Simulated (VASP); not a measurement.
Input:

```xyz
2
Lattice="1.3739 -2.3797 0.0000 1.3739 2.3797 0.0000 0.0000 0.0000 4.4510" Properties=species:S:1:pos:R:3 pbc="T T T"
Re     1.3739     0.7932     1.1127
Re     1.3739    -0.7932     3.3382
```

Level of theory: PBEsol GGA, VASP's PBE PAW potentials (set 64) (plane waves; VASP 6.6.1). Numerical set-up: 500 eV cut-off, 15×15×8 Γ-centred mesh, first-order Methfessel-Paxton smearing of 0.10 eV, potentials Re.

Unless said otherwise, spin-orbit coupling is left out, though it shifts the bands of the heavy elements here.

Estimate the energy per atom (σ→0), band gap (on the k-mesh) with the smallest direct gap where there is one.

```yaml
band gap (on the k-mesh): none (metal, semimetal or under 0.01 eV)
energy per atom (σ→0): -13.370 eV/atom
```

The compound is Re in the hcp structure. It was relaxed first.
